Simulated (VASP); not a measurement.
Data:

```xyz
63
Lattice="10.9371 0.0000 0.0000 0.0000 10.9371 0.0000 0.0000 0.0000 10.9371" Properties=species:S:1:pos:R:3 pbc="T T T"
Si     5.4611    10.9361     0.0035
Si     6.8509     1.3614     1.3612
Si     8.2026     2.7335    10.9317
Si     9.5734     4.0869     1.3611
Si     8.2034    10.9249     2.7282
Si     9.5741     1.3615     4.0740
Si     0.0013    10.9353     0.0033
Si     1.3801     1.3611     1.3632
Si     2.7461     2.7370     0.0145
Si     4.1374     4.1008     1.3978
Si     5.4736     5.4638     0.0107
Si     6.8374     6.8038     1.3934
Si     8.1996     8.1913     0.0115
Si     9.5751     9.5560     1.3616
Si     2.7421     0.0033     2.7380
Si     4.1214     1.3815     4.1011
Si     5.4983     2.7060     2.7362
Si     8.2255     5.4388     2.7333
Si     9.5546     6.8156     4.0968
Si     5.4641    10.9354     5.4682
Si     6.8228     1.3920     6.8014
Si     8.2240     2.7059     5.4475
Si     9.5401     4.1112     6.7976
Si     8.2034     0.0079     8.1935
Si     9.5713     1.3635     9.5610
Si    10.9358     5.4747     0.0024
Si     1.3782     6.8262     1.3826
Si     2.7287     8.2069     0.0189
Si     4.1094     9.5569     1.3846
Si     0.0098     2.7331     2.7284
Si     1.3658     4.1001     4.1008
Si     2.7564     5.4608     2.7677
Si     4.1176     6.8188     4.1718
Si     5.4755     8.1791     2.7676
Si     6.8350     9.5703     4.1005
Si    10.9352    10.9371     5.4822
Si     1.3780     1.3855     6.8276
Si     2.7544     2.7658     5.4627
Si     4.1183     4.1711     6.8138
Si     6.7642     6.8170     6.8133
Si     8.1692     8.1792     5.4606
Si     9.5498     9.5561     6.8268
Si     2.7300     0.0158     8.2119
Si     4.1090     1.3852     9.5617
Si     5.4707     2.7689     8.1840
Si     6.8355     4.0999     9.5711
Si     8.1665     5.4643     8.1825
Si     9.5509     6.8274     9.5600
Si    10.9332     8.1943     2.7369
Si     1.3667     9.5697     4.0930
Si    10.9336     5.4703     5.4651
Si     1.3518     6.8384     6.8418
Si     2.7192     8.2144     5.4990
Si     4.0953     9.5816     6.8430
Si    10.9254     2.7321     8.1929
Si     1.3666     4.1003     9.5657
Si     2.7239     5.4925     8.2173
Si     4.0965     6.8368     9.5895
Si     5.4422     8.2097     8.2188
Si     6.8359     9.5694     9.5659
Si    10.9202     8.2058     8.2111
Si     1.3675     9.5686     9.5686
P      5.4743     5.4600     5.4631
```
Cell charge +1.

Calculation: HSE06 screened hybrid, VASP's PBE PAW potentials (set 64) (plane waves; VASP). Run with PREC = Normal, LREAL = Auto, ISYM = 0, NELECT = 252.0, EDIFF = 1E-5, 400 eV cut-off, 1×1×1 Γ-centred mesh, Gaussian smearing of 0.050 eV, potentials Si P. Starting moments (MAGMOM): 63*0.0317. The cell's moment is fixed (NUPDOWN = 2).

The cell is charged, with a uniform compensating background. The supercell is sampled at Γ alone, which is coarse: total energies, pressure and levels can be off, energies of defects by several tenths of an eV.

Predict the cell moment, energy per atom (σ→0), largest force.

The cell moment is 2.00 μB and the energy per atom (σ→0) is -6.249 eV/atom. The largest force comes out as 0.264 eV/Å.

Give the moment on each site (PAW-sphere projection).

```json
[
 {"site": "Si1", "moment (μB)": "0.02"},
 {"site": "Si2", "moment (μB)": "0.01"},
 {"site": "Si3", "moment (μB)": "0.00"},
 {"site": "Si4", "moment (μB)": "0.01"},
 {"site": "Si5", "moment (μB)": "0.00"},
 {"site": "Si6", "moment (μB)": "0.01"},
 {"site": "Si7", "moment (μB)": "0.01"},
 {"site": "Si8", "moment (μB)": "0.00"},
 {"site": "Si9", "moment (μB)": "0.01"},
 {"site": "Si10", "moment (μB)": "0.00"},
 {"site": "Si11", "moment (μB)": "0.00"},
 {"site": "Si12", "moment (μB)": "0.00"},
 {"site": "Si13", "moment (μB)": "0.01"},
 {"site": "Si14", "moment (μB)": "0.00"},
 {"site": "Si15", "moment (μB)": "0.02"},
 {"site": "Si16", "moment (μB)": "0.01"},
 {"site": "Si17", "moment (μB)": "0.20"},
 {"site": "Si18", "moment (μB)": "0.20"},
 {"site": "Si19", "moment (μB)": "0.01"},
 {"site": "Si20", "moment (μB)": "0.00"},
 {"site": "Si21", "moment (μB)": "0.00"},
 {"site": "Si22", "moment (μB)": "-0.04"},
 {"site": "Si23", "moment (μB)": "0.00"},
 {"site": "Si24", "moment (μB)": "0.00"},
 {"site": "Si25", "moment (μB)": "0.00"},
 {"site": "Si26", "moment (μB)": "0.02"},
 {"site": "Si27", "moment (μB)": "0.00"},
 {"site": "Si28", "moment (μB)": "0.01"},
 {"site": "Si29", "moment (μB)": "0.00"},
 {"site": "Si30", "moment (μB)": "0.00"},
 {"site": "Si31", "moment (μB)": "0.00"},
 {"site": "Si32", "moment (μB)": "0.00"},
 {"site": "Si33", "moment (μB)": "0.01"},
 {"site": "Si34", "moment (μB)": "0.00"},
 {"site": "Si35", "moment (μB)": "0.00"},
 {"site": "Si36", "moment (μB)": "0.00"},
 {"site": "Si37", "moment (μB)": "0.00"},
 {"site": "Si38", "moment (μB)": "0.00"},
 {"site": "Si39", "moment (μB)": "0.01"},
 {"site": "Si40", "moment (μB)": "0.01"},
 {"site": "Si41", "moment (μB)": "0.00"},
 {"site": "Si42", "moment (μB)": "0.00"},
 {"site": "Si43", "moment (μB)": "0.01"},
 {"site": "Si44", "moment (μB)": "0.00"},
 {"site": "Si45", "moment (μB)": "0.00"},
 {"site": "Si46", "moment (μB)": "0.00"},
 {"site": "Si47", "moment (μB)": "0.00"},
 {"site": "Si48", "moment (μB)": "0.00"},
 {"site": "Si49", "moment (μB)": "0.02"},
 {"site": "Si50", "moment (μB)": "0.02"},
 {"site": "Si51", "moment (μB)": "0.00"},
 {"site": "Si52", "moment (μB)": "0.00"},
 {"site": "Si53", "moment (μB)": "0.01"},
 {"site": "Si54", "moment (μB)": "0.00"},
 {"site": "Si55", "moment (μB)": "0.00"},
 {"site": "Si56", "moment (μB)": "0.01"},
 {"site": "Si57", "moment (μB)": "0.02"},
 {"site": "Si58", "moment (μB)": "0.00"},
 {"site": "Si59", "moment (μB)": "0.01"},
 {"site": "Si60", "moment (μB)": "0.01"},
 {"site": "Si61", "moment (μB)": "0.01"},
 {"site": "Si62", "moment (μB)": "0.00"},
 {"site": "P63", "moment (μB)": "0.09"}
]
```

The absolute energy has meaning only against runs of the same code, potentials and settings.

The cell is a supercell with a defect, built from Si (diamond): P_Si-vac_Si, charge +1. The cell's shape comes from a PBE relaxation.
